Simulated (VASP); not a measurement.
Data:

```
ZrC
1.0
    0.00000     2.35000     2.35000
    2.35000     0.00000     2.35000
    2.35000     2.35000     0.00000
Zr C
1 1
Direct
  0.00000   0.00000   0.00000
  0.50000   0.50000   0.50000
```

All values below come from PBEsol GGA, VASP's PBE PAW potentials (set 64) (plane waves; VASP 6.6.1). Numerical set-up: 530 eV cut-off, 12×12×12 Γ-centred mesh, first-order Methfessel-Paxton smearing of 0.10 eV, potentials Zr_sv C.

The ions, cell shape and volume are relaxed. Give the cell that the relaxation ends in.

```
ZrC
1.0
    0.00000     2.33596     2.33596
    2.33596     0.00000     2.33596
    2.33596     2.33596     0.00000
Zr C
1 1
Direct
  0.00000   0.00000   0.00000
  0.50000   0.50000   0.50000
```
Space group Fm-3m (225), at a tolerance of 0.03 Å.

How do energy and volume change from the first to the last step?

The energy (σ→0) changes by -3.0 meV/atom and the volume by -1.8 %, in 3 ionic steps.

The compound is ZrC in the rock salt structure. This run relaxes it. Symmetry was kept, so distortions that lower it aren't found.
